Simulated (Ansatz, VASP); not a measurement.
## One calculation of Y2MgC2, two programs

```
Y Mg C
1.0
     5.49887    0.00000    0.00000
     0.00000    5.49887    0.00000
     0.00000    0.00000    4.00123
Y Mg C
2 1 2
Direct
  0.50000 0.00000 0.00000
  0.00000 0.50000 0.00000
  0.00000 0.00000 0.00000
  0.50000 0.50000 0.34100
  0.50000 0.50000 0.65900
```

Alike in both runs: functional PBE; k mesh 8 × 8 × 10; occupations gaussian, width 0.1 eV; no spin polarisation.

Ansatz relaxed the structure, and its values are those at the end. VASP's run is a single point on that final structure, the one shown.

|  | VASP | Ansatz |
| --- | --- | --- |
| version | VASP 6.6.1 | Ansatz 0.2.0 |
| potentials or method | VASP PAW PBE potentials, release 64 (Y_sv, Mg, C) | scalar-relativistic, plane waves, PAW |
| plane-wave cutoff (eV) | 520 | 420 |
| valence electrons in the cell | 32 | 40 |

|  | VASP | Ansatz | Ansatz less VASP |
| --- | --- | --- | --- |
| gap on the k mesh at the Fermi level (eV) | none | none | - |
| pressure (GPa) | 0.0 | 0.0 | -0.04 |
| rms of the force components (eV/Å) | 0.038 | 0.000 | -0.0374 |

A gap of «none» marks a metal or a gap that the smearing closes. The functional is the same, so the differences come from potentials, cutoffs and numerics. The two sets of potentials don't hold the same shells in valence.
